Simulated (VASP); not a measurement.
# AlN: stress against strain

AlN (wurtzite, P6_3mc, 10.632 Å³/atom and stress up to 0.25 GPa in the relaxed cell, c along z) under a strain ε along c (axis z), the other axes held. PBE in VASP (plane waves, PAW), 600 eV, 12×12×6 Γ-centred mesh, Gaussian smearing 0.05 eV; ions are relaxed, or left where forces stay under 0.02 eV/Å, within the symmetry of each cell. Stress is positive for a compressed cell.

Here s stands for strain and y for stress zz.

```csv
strain (%),stress zz (GPa)
-3.00,?
-1.50,5.38
-1.00,3.63
-0.50,1.87
0.00,0.04
0.50,-1.67
1.00,-3.44
1.50,-5.20
```

Fit y of the 7 rows that show it with a straight line. Means: s 0, y 0.087. About the means, the sum of products is -24.710 and the sum of squares of s is 7.0000; the slope is their ratio. Least squares gives y = 0.087 - 3.5300·s. Residuals (row less fit): -0.002, 0.013, 0.018, -0.047, 0.008, 0.003, 0.008; standard error 0.024 (degrees of freedom: 5). The slope gives the elastic constant C33 = 353.0 ± 0.9 GPa (± standard error of the fit, which holds the terms cut off).

Problem. Estimate the missing y (s = -3.00); what did the run itself give?

Solution. y = 0.087 - 3.5300 × (-3.0) = 10.677 GPa. The calculation gives 10.56 GPa, 0.117 GPa below the prediction (0.7 % of the range of y in the table). The row lies outside the fitted rows, so this is an extrapolation. From the scatter of the fitted rows alone, a prediction at this place has a standard error of 0.037 GPa, so the miss is 3.2 times that.

A polynomial of degree 2 through the 12 other runs of the series gives 10.66 there. Rows are the converged runs of the series near zero and its far end, less any whose ions stayed unrelaxed beside relaxed ones; series whose fitted rows scatter by over a few per cent of the range, as at a crossing or softening among them, aren't shown in this form. Most that stay on the fit to the last digits aren't either.
